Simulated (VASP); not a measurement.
Here is the system:

```yaml
crystal:
  lattice:
    - [0.00000, 3.00419, 3.00419]
    - [3.00419, 0.00000, 3.00419]
    - [3.00419, 3.00419, 0.00000]
  atoms:
    - { symbol: Pb, position: [0.00000, 0.00000, 0.00000] }
    - { symbol: Se, position: [0.50000, 0.50000, 0.50000] }
```

All values below come from PBEsol GGA, VASP's PBE PAW potentials (set 64) (plane waves; VASP). Numerical set-up: 480 eV cut-off, 8×8×8 Γ-centred mesh, Gaussian smearing of 0.050 eV, potentials Pb_d Se.

Task: Give the stress tensor in GPa (positive for a compressed cell).

Result: 
```
2.71  0.00  0.00
0.00  2.71  0.00
0.00  0.00  2.71
```
The pressure is its mean diagonal, 2.71 GPa.

The compound is PbSe in the rock salt structure. This cell was strained or had an atom moved on purpose.
